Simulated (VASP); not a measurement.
# LiF (Griceite): excitons from the Bethe-Salpeter equation, part 2 of 3

What does the electron-hole attraction do to the spectrum of LiF (Griceite)? The cell is of the rock-salt type, one of the forms listed for this formula. The start is a cell from a database of measured crystal structures.

VASP 6.6.1, plane waves and PAW; the level of theory is named at each step.

So far. Step 2 (Ground state): The cell has a gap of 9.05 eV on mesh and path. Step 3 (Empty bands): WAVECAR now holds 40 bands for 8 electrons. Its independent-particle dielectric tensor has xx, yy, zz = 2.0, 2.0, 2.0 on this mesh, which isn't tested for convergence in mesh or bands and lacks local fields.

**4. G0W0**

This step: G0W0 on PBE; plane waves and PAW (F_GW, Li_GW) (VASP 6.6.1).

One pass of GW corrects the levels to first order, with G and W from the starting orbitals. LWAVE keeps the quasiparticle levels in WAVECAR, and the W files hold the screened interaction for the next step.

The input, INCAR:

```
SYSTEM = LiF
PREC = Accurate
ENCUT = 520
ISMEAR = 0
SIGMA = 0.01
LREAL = .FALSE.
GGA = PE
NBANDS = 40
ALGO = EVGW0
NELMGW = 1
ENCUTGW = 100
NOMEGA = 48
PRECFOCK = Fast
NBANDSGW = 16
LWAVE = .TRUE.
LCHARG = .FALSE.
```

The input, POSCAR:

```
LiF
1.0
    0.0000000000      2.0140000000      2.0140000000
    2.0140000000      0.0000000000      2.0140000000
    2.0140000000      2.0140000000      0.0000000000
F Li
1 1
Direct
    0.5000000000      0.5000000000      0.5000000000
    0.0000000000      0.0000000000      0.0000000000
```

The input, KPOINTS:

```
Automatic mesh
0
Gamma
6 6 6
0 0 0
```

PAW data sets: F_GW and Li_GW (PBE family, release 64).

Started as:

```sh
> mpirun -np 8 vasp_std
```

What it wrote:

```text
[banner, memory and clock lines left out]
running    8 mpi-ranks, on    1 nodes
 distrk:  each k-point on    8 cores,    1 groups
 distr:  one band on    1 cores,    8 groups

 POSCAR found type information on POSCAR F Li
 POSCAR found :  2 types and       2 ions
 [... a notice as in an earlier step ...]

|                                                                             |
|           W    W    AA    RRRRR   N    N  II  N    N   GGGG   !!!           |
|           W    W   A  A   R    R  NN   N  II  NN   N  G    G  !!!           |
|           W    W  A    A  R    R  N N  N  II  N N  N  G       !!!           |
|           W WW W  AAAAAA  RRRRR   N  N N  II  N  N N  G  GGG   !            |
|           WW  WW  A    A  R   R   N   NN  II  N   NN  G    G                |
|           W    W  A    A  R    R  N    N  II  N    N   GGGG   !!!           |
|                                                                             |
|     The default for ENCUTGWSOFT is different in this version of VASP.       |
|     please manually set ENCUTGWSOFT =100 in the INCAR file.                 |
|                                                                             |

 LDA part: xc-table for (Slater+PW92), standard interpolation
 found WAVECAR, reading the header
 POSCAR, INCAR and KPOINTS ok, starting setup
 FFT: planning ... GRIDC
 FFT: planning ... GRID_SOFT
 FFT: planning ... GRID
 reading WAVECAR
 the WAVECAR file was read successfully
 initial charge from wavefunction
 available memory per node:     91.18 GB, setting MAXMEM to     93373

 The Fermi energy was updated, please check that it is located mid-gap
 values below the HOMO (VB) or above the LUMO (CB) will cause erroneous energies
 E-fermi :   1.3204

 calculate exact exchange contribution
 the WAVEDER file was read successfully
energies w=
    0.000    0.000    0.845    0.000    1.687    0.000    2.522    0.000
    3.347    0.000    4.161    0.000    4.961    0.000    5.747    0.000
    6.519    0.000    7.276    0.000    8.019    0.000    8.751    0.000
    9.472    0.000   10.185    0.000   10.891    0.000   11.593    0.000
   12.294    0.000   12.996    0.000   13.703    0.000   14.418    0.000
   15.144    0.000   15.885    0.000   16.646    0.000   17.433    0.000
   18.249    0.000   19.101    0.000   19.996    0.000   20.944    0.000
   21.953    0.000   23.038    0.000   24.210    0.000   25.488    0.000
   26.894    0.000   28.456    0.000   30.210    0.000   32.200    0.000
   34.487    0.000   37.152    0.000   40.308    0.000   44.112    0.000
   48.796    0.000   54.712    0.000   62.424    0.000   72.891    0.000
   87.893    0.000  111.132    0.000  151.822    0.000  240.983    0.000
 responsefunction array rank=      48
 LDA part: xc-table for (Slater+PW92), standard interpolation

 min. memory requirement per mpi rank     73.2 MB, per node    585.3 MB

 allocating   6 responsefunctions rank=    48
 shmem allocating  48 responsefunctions rank=    48
 response function shared by NCSHMEM nodes    1
 Doing            6  frequencies on each core in blocks of           48
NQ=   1    0.0000    0.0000    0.0000,
|.........|.........|.........|.........|.........|.........|.........|.........
 performed         82000 updates of chi_q(r,r)
 total number of BLAS operations          0.48 Gflops
NQ=   2    0.1667    0.0000    0.0000,
|.........|.........|.........|.........|.........|.........|.........|.........
 performed        282000 updates of chi_q(r,r)
 total number of BLAS operations          3.05 Gflops
NQ=   3    0.3333    0.0000    0.0000,
|.........|.........|.........|.........|.........|.........|.........|.........
 performed        482000 updates of chi_q(r,r)
 total number of BLAS operations          5.24 Gflops
NQ=   4    0.5000    0.0000    0.0000,
|.........|.........|.........|.........|.........|.........|.........|.........
 performed        618000 updates of chi_q(r,r)
 total number of BLAS operations          6.99 Gflops
NQ=   5    0.1667    0.1667    0.0000,
|.........|.........|.........|.........|.........|.........|.........|.........
 performed        789000 updates of chi_q(r,r)
 total number of BLAS operations          9.52 Gflops
NQ=   6    0.3333    0.1667    0.0000,
|.........|.........|.........|.........|.........|.........|.........|.........
 performed       1096000 updates of chi_q(r,r)
 total number of BLAS operations         12.71 Gflops
NQ=   7    0.5000    0.1667    0.0000,
|.........|.........|.........|.........|.........|.........|.........|.........
 performed       1403000 updates of chi_q(r,r)
 total number of BLAS operations         16.09 Gflops
NQ=   8   -0.3333    0.1667    0.0000,
|.........|.........|.........|.........|.........|.........|.........|.........
 performed       1710000 updates of chi_q(r,r)
 total number of BLAS operations         19.64 Gflops
NQ=   9   -0.1667    0.1667    0.0000,
|.........|.........|.........|.........|.........|.........|.........|.........
 performed       1951000 updates of chi_q(r,r)
 total number of BLAS operations         22.43 Gflops
NQ=  10    0.3333    0.3333    0.0000,
|.........|.........|.........|.........|.........|.........|.........|.........
 performed       2122000 updates of chi_q(r,r)
 total number of BLAS operations         24.51 Gflops
NQ=  11    0.5000    0.3333    0.0000,
|.........|.........|.........|.........|.........|.........|.........|.........
 performed       2429000 updates of chi_q(r,r)
 total number of BLAS operations         28.07 Gflops
NQ=  12   -0.3333    0.3333    0.0000,
|.........|.........|.........|.........|.........|.........|.........|.........
 performed       2670000 updates of chi_q(r,r)
 total number of BLAS operations         30.30 Gflops
NQ=  13    0.5000    0.5000    0.0000,
|.........|.........|.........|.........|.........|.........|.........|.........
 performed       2791000 updates of chi_q(r,r)
 total number of BLAS operations         31.85 Gflops
NQ=  14    0.5000    0.3333    0.1667,
|.........|.........|.........|.........|.........|.........|.........|.........
 performed       3101000 updates of chi_q(r,r)
 total number of BLAS operations         34.72 Gflops
NQ=  15   -0.3333    0.3333    0.1667,
|.........|.........|.........|.........|.........|.........|.........|.........
 performed       3378000 updates of chi_q(r,r)
 total number of BLAS operations         37.60 Gflops
NQ=  16   -0.3333    0.5000    0.1667,
|.........|.........|.........|.........|.........|.........|.........|.........
 performed       3619000 updates of chi_q(r,r)
 total number of BLAS operations         40.39 Gflops
 resolving degeneracies of screened two electron integrals

 calculate QP shifts <psi_nk| G(iteration)W_0 |psi_nk>: iteration 1
 writing wavefunctions
 entering main loop
```

Elapsed: 30 s, on 8 MPI ranks of Intel Xeon Platinum 8375C at 2.90GHz (Ice Lake), shared host; peak memory 1.1 GiB; 3.8 min of CPU time.

From OUTCAR (step 4):

```text
The static configuration has the point symmetry O_h .

 Found     16 irreducible k-points:

   k-points           NKPTS =     16   k-points in BZ     NKDIM =    216   number of bands    NBANDS=     40

   NELECT =       8.0000    total number of electrons

 E-fermi :   1.3204

 QP shifts <psi_nk| G(iteration)W_0 |psi_nk>: iteration 1
 for sc-GW calculations column KS-energies equals QP-energies in previous step
 and V_xc(KS)=  KS-energies - (<T + V_ion + V_H > + <T+V_H+V_ion>^1  + <V_x>^1)
 k-point   1 :       0.0000    0.0000    0.0000
  band No.  KS-energies  QP-energies   sigma(KS)   V_xc(KS)     V^pw_x(r,r')   Z            occupation Imag(sigma)
      1     -23.2274     -27.7567     -28.0325     -22.3155     -36.5124       0.7923       2.0000       1.0901
      2      -3.2039      -5.7783     -26.0255     -22.8784     -30.6746       0.8180       2.0000       0.0944
      3      -3.2039      -5.7783     -26.0255     -22.8784     -30.6746       0.8180       2.0000       0.0944
      4      -3.2039      -5.7783     -26.0255     -22.8784     -30.6746       0.8180       2.0000       0.0944
      5       5.8447       7.5038      -8.4577     -10.3307      -5.4058       0.8858       0.0000      -0.0667
      6      20.7341      23.3244      -5.3872      -8.4101      -1.5610       0.8569       0.0000      -0.1473
      7      20.7341      23.3244      -5.3872      -8.4101      -1.5610       0.8569       0.0000      -0.1473
      8      20.7341      23.3244      -5.3872      -8.4101      -1.5610       0.8569       0.0000      -0.1473
    ...

 k-point   2 :       0.1667    0.0000    0.0000
  band No.  KS-energies  QP-energies   sigma(KS)   V_xc(KS)     V^pw_x(r,r')   Z            occupation Imag(sigma)
      1     -23.1136     -27.5649     -28.1576     -22.4558     -36.6339       0.7807       2.0000       1.0639
      2      -3.9352      -6.6698     -24.9384     -21.5829     -29.4766       0.8149       2.0000       0.0956
      3      -3.2659      -5.8534     -25.9713     -22.8038     -30.6198       0.8169       2.0000       0.0945
      4      -3.2659      -5.8534     -25.9713     -22.8038     -30.6198       0.8169       2.0000       0.0945
      5       6.5639       8.3638      -8.8937     -10.9323      -5.9022       0.8829       0.0000      -0.0643
      6      16.3324      18.3616      -6.6896      -9.0410      -3.1575       0.8630       0.0000      -0.0983
      7      18.4810      20.8408      -5.6446      -8.3636      -2.0489       0.8679       0.0000      -0.1042
      8      18.4810      20.8408      -5.6446      -8.3636      -2.0489       0.8679       0.0000      -0.1042
    ...

 k-point   3 :       0.3333    0.0000    0.0000
  band No.  KS-energies  QP-energies   sigma(KS)   V_xc(KS)     V^pw_x(r,r')   Z            occupation Imag(sigma)
      1     -22.8723     -27.2474     -28.4447     -22.7671     -36.9076       0.7706       2.0000       1.0112
      2      -5.1839      -8.1841     -23.5029     -19.8073     -27.9798       0.8118       2.0000       0.1021
      3      -3.3846      -6.0034     -25.8776     -22.6712     -30.5270       0.8167       2.0000       0.0948
      4      -3.3846      -6.0034     -25.8776     -22.6712     -30.5270       0.8167       2.0000       0.0948
      5       7.4620       9.3257      -8.0724     -10.1789      -5.0132       0.8848       0.0000      -0.0623
      6      13.8552      16.1505      -9.0300     -11.7072      -5.6781       0.8574       0.0000      -0.0888
      7      16.4348      18.7458      -5.4660      -8.0995      -2.0364       0.8775       0.0000      -0.0780
      8      16.4348      18.7458      -5.4660      -8.0995      -2.0364       0.8775       0.0000      -0.0780
    ...

[... 7 parts as in an earlier step ...]

[... 5 further parts left out ...]
```

Numbers from this step:

| Property | Result |
| --- | --- |
| quasiparticle gap on the mesh | 13.28 eV |
| smallest direct quasiparticle gap on the mesh | 13.28 eV |
| gap of the starting orbitals on the mesh | 9.049 eV |

GW takes the gap from 9.049 to 13.282 eV. The value holds for 40 bands, ENCUTGW = 100 eV and this mesh, and isn't shown to be converged in them.

**5. BSE, Tamm-Dancoff**

This step: BSE on G0W0 on PBE; plane waves and PAW (F_GW, Li_GW) (VASP 6.6.1).

The Bethe-Salpeter equation adds the screened attraction of electron and hole to the quasiparticle pairs; ANTIRES = 0 leaves out the coupling to antiresonant pairs.

The input, INCAR:

```
SYSTEM = LiF
PREC = Accurate
ENCUT = 520
ISMEAR = 0
SIGMA = 0.01
LREAL = .FALSE.
GGA = PE
NBANDS = 40
ALGO = BSE
NBANDSO = 3
NBANDSV = 4
OMEGAMAX = 25
NEDOS = 1000
CSHIFT = 0.1
PRECFOCK = Fast
LWAVE = .FALSE.
LCHARG = .FALSE.
ENCUTGW = 100
ANTIRES = 0
```

POSCAR is that of step 4.

KPOINTS is that of step 4.

Started as:

```sh
> mpirun -np 8 vasp_std
```

What it wrote:

```text
[banner, memory and clock lines left out]
running    8 mpi-ranks, on    1 nodes
 distrk:  each k-point on    8 cores,    1 groups
 distr:  one band on    1 cores,    8 groups

 POSCAR found type information on POSCAR F Li
 POSCAR found :  2 types and       2 ions
|                                                                             |
|           W    W    AA    RRRRR   N    N  II  N    N   GGGG   !!!           |
|           W    W   A  A   R    R  NN   N  II  NN   N  G    G  !!!           |
|           W    W  A    A  R    R  N N  N  II  N N  N  G       !!!           |
|           W WW W  AAAAAA  RRRRR   N  N N  II  N  N N  G  GGG   !            |
|           WW  WW  A    A  R   R   N   NN  II  N   NN  G    G                |
|           W    W  A    A  R    R  N    N  II  N    N   GGGG   !!!           |
|                                                                             |
|     For optimal performance we recommend to set                             |
|       NCORE = 2 up to number-of-cores-per-socket                            |
|     NCORE specifies how many cores store one orbital (NPAR=cpu/NCORE).      |
|     This setting can greatly improve the performance of VASP for DFT.       |
|     The default, NCORE=1 might be grossly inefficient on modern             |
|     multi-core architectures or massively parallel machines. Do your        |
|     Unfortunately you need to use the default for GW and RPA                |
|     calculations (for HF NCORE is supported but not extensively tested      |
|     yet).                                                                   |
|                                                                             |

|                                                                             |
|           W    W    AA    RRRRR   N    N  II  N    N   GGGG   !!!           |
|           W    W   A  A   R    R  NN   N  II  NN   N  G    G  !!!           |
|           W    W  A    A  R    R  N N  N  II  N N  N  G       !!!           |
|           W WW W  AAAAAA  RRRRR   N  N N  II  N  N N  G  GGG   !            |
|           WW  WW  A    A  R   R   N   NN  II  N   NN  G    G                |
|           W    W  A    A  R    R  N    N  II  N    N   GGGG   !!!           |
|                                                                             |
|     The default for ENCUTGWSOFT is different in this version of VASP.       |
|     please manually set ENCUTGWSOFT =100 in the INCAR file.                 |
|                                                                             |

 LDA part: xc-table for (Slater+PW92), standard interpolation
 found WAVECAR, reading the header
 POSCAR, INCAR and KPOINTS ok, starting setup
 FFT: planning ... GRIDC
 FFT: planning ... GRID_SOFT
 FFT: planning ... GRID
 reading WAVECAR
 the WAVECAR file was read successfully
 initial charge from wavefunction
 available memory per node:     90.62 GB, setting MAXMEM to     92796

 The Fermi energy was updated, please check that it is located mid-gap
 values below the HOMO (VB) or above the LUMO (CB) will cause erroneous energies
 E-fermi :   0.8627

 the WAVEDER file was read successfully
 responsefunction array rank=      48

 min. memory requirement per mpi rank     60.5 MB, per node    484.3 MB

 Doing            0  frequencies on each core in blocks of            0
 Found all WFULLXXXX.tmp files
 reading now WFULL0001.tmp
 reading now WFULL0002.tmp
 reading now WFULL0003.tmp
 reading now WFULL0004.tmp
 reading now WFULL0005.tmp
 reading now WFULL0006.tmp
 reading now WFULL0007.tmp
 reading now WFULL0008.tmp
 reading now WFULL0009.tmp
 reading now WFULL0010.tmp
 reading now WFULL0011.tmp
 reading now WFULL0012.tmp
 reading now WFULL0013.tmp
 reading now WFULL0014.tmp
 reading now WFULL0015.tmp
 reading now WFULL0016.tmp
 parallelization over k-points
 Using distributed matrix
 Using distributed eigensolver
 allocating two-electron 4 orbital integral table    3    4    3    4
 BSE setting up matrix
 available memory per node:     90.38 GB, setting MAXMEM to     92544
 Calculate matrix elements of the BSE Hamiltonian:
 Workload is divided into blocks of two-electron 4 orbital integrals computed in
  parallel.
 Each block/integral has dimensions  of (   3,   4,   3,   4) orbitals
 Total number of blocks/integrals:                23436
 Number of spins:                                     1
 Number of kpoints:                                 216
 Spin channel:                                        1
  Number of blocks of unoccupied bands:               1
  Number of blocks of occupied bands:                 1
 Number of rows/columns of blocks:                  216

                                                        Time (sec)
               Integrals                 Ranks       Real         CPU
  [         1 -       1728/     23436]     8         1.12        0.00
  [      1729 -       3456/     23436]     8         2.13        0.00
  [      3457 -       5184/     23436]     8         3.03        0.00
  [      5185 -       6912/     23436]     8         3.59        0.00
  [      6913 -       8640/     23436]     8         4.16        0.00
  [      8641 -      10368/     23436]     8         4.74        0.00
  [     10369 -      12096/     23436]     8         5.32        0.00
  [     12097 -      13824/     23436]     8         5.89        0.00
  [     13825 -      15552/     23436]     8         6.47        0.00
  [     15553 -      17280/     23436]     8         7.03        0.00
  [     17281 -      19008/     23436]     8         7.61        0.00
  [     19009 -      20736/     23436]     8         8.19        0.00
  [     20737 -      22464/     23436]     8         8.74        0.00
  [     22465 -      23328/     23436]     8         9.02        0.00
  [     23329 -      23436/     23436]     8         9.09        0.00

 BSE redistributing all elements
 BSE diagonalizing matrix PDSYEVX_ZHEEVX_DESC
 BSE calculating oscillator strength
```

Wall time 11 s (8 MPI ranks); peak memory 1.3 GiB.

OUTCAR, selected parts (step 5):

```text
   NELECT =       8.0000    total number of electrons

 E-fermi :   0.8627

[... 8 parts as in an earlier step ...]

[... 2 further parts left out ...]
```

Numbers from this step:

```yaml
lowest_excitation: 11.04 eV
direct_gap_less_the_lowest_excitation: 2.243 eV
```

The imaginary dielectric function, xx has structure finer than the step of the table below, so its rows give means over 0.5 eV, whole bins alone (the curve runs from 0 to 25 eV). Peaks (eV: height): 11.01: 15.2, 12.14: 3.31, 13.14: 3.02, 14.76: 2.20, 19.29: 2.57, 21.22: 4.98.

From 3 filled and 4 empty bands alone, without any pair above OMEGAMAX = 25 eV, so strength is missing wherever others contribute; lines are broadened by CSHIFT, which also makes the tail under the first line. The imaginary dielectric function, xx by photon energy; means over each step:

photon energy (eV), imaginary dielectric function, xx and a bar:
```
      1.5        0.0 
      2.0        0.0 
      2.5        0.0 
      3.0        0.0 
      3.5        0.0 
      4.0        0.0 
      4.5        0.0 
      5.0        0.0 
      5.5        0.0 
      6.0        0.0 
      6.5        0.0 
      7.0        0.0 
      7.5        0.0 
      8.0        0.0 
      8.5        0.0 
      9.0        0.0 
      9.5        0.1 
     10.0        0.2 #
     10.5        0.7 ###
     11.0        7.7 ##############################
     11.5        1.1 ####
     12.0        1.6 ######
     12.5        0.7 ###
     13.0        1.4 #####
     13.5        1.5 ######
     14.0        0.3 #
     14.5        0.7 ###
     15.0        1.3 #####
     15.5        0.7 ###
     16.0        0.6 ##
     16.5        0.8 ###
     17.0        0.9 ####
     17.5        1.1 ####
     18.0        0.3 #
     18.5        1.2 #####
     19.0        1.2 #####
     19.5        1.1 ####
     20.0        0.6 ###
     20.5        0.6 ##
     21.0        2.1 ########
     21.5        1.3 #####
     22.0        1.3 #####
     22.5        0.5 ##
     23.0        0.3 #
     23.5        0.3 #
     24.0        0.1 
     24.5        0.0
```

Some of the lowest 40 states alone, with states under 2.5 meV apart joined, scaled to the strongest line shown. Lines of the exciton spectrum (strongest = 100):

```tsv
position (eV)	lines merged	oscillator strength
11.039	3	100
12.161	3	20
12.597	3	0.0
12.631	2	0.0
12.800	3	0.0
12.885	3	0.0
12.892	2	0.0
13.157	3	18
13.342	3	0.0
13.458	3	0.0
13.513	4	13
13.536	3	0.0
```

The lowest excitation lies at 11.039 eV, -2243 meV against the direct gap of these orbitals. No second mesh in this session tests these energies, peaks and heights.

(Continued in part 3 of 3.)

[Lines on the potential files, build, host, timing and source positions are cut from VASP's logs without a mark.]

[Logs are printed without paths, hosts, clocks, repeated set-up lines and the standing remarks that a program may print on its own settings, such as how far it seeks lower states.]

[Hosts, paths, dates, database ids (printed as entryN), source tags and the programs' standing remarks are cut or masked in the printed files.]

[Pressures printed for these runs are not shown converged in the cutoff: they can be off by several GPa and have the wrong sign.]
